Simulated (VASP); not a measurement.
All values below come from RPBE GGA, VASP's PBE PAW potentials (set 64) (plane waves; VASP). For the first row: Numerical set-up: 520 eV cut-off, 6×6×6 Γ-centred mesh, Gaussian smearing of 0.050 eV, potentials Mg Ge_d.

```json
[
 {"system": "Mg$_{2}$Ge (antifluorite)", "energy (eV/atom)": "-2.5429"},
 {"system": "Mg atom", "energy (eV/atom)": "-0.0029"},
 {"system": "Ge atom", "energy (eV/atom)": "-0.8542"}
]
```

Atoms are spin-polarised in a large box without symmetry, with the spin fixed by Hund's rule, and may not be in the lowest state of each functional; no zero-point energy is added.

Task: What is the cohesive energy per atom of Mg2Ge?

Result: The references average (2×(-0.0029) + 1×(-0.8542))/3 = -0.2867 eV, so the cohesive energy is -0.2867 − (-2.5429) = 2.256 eV/atom.
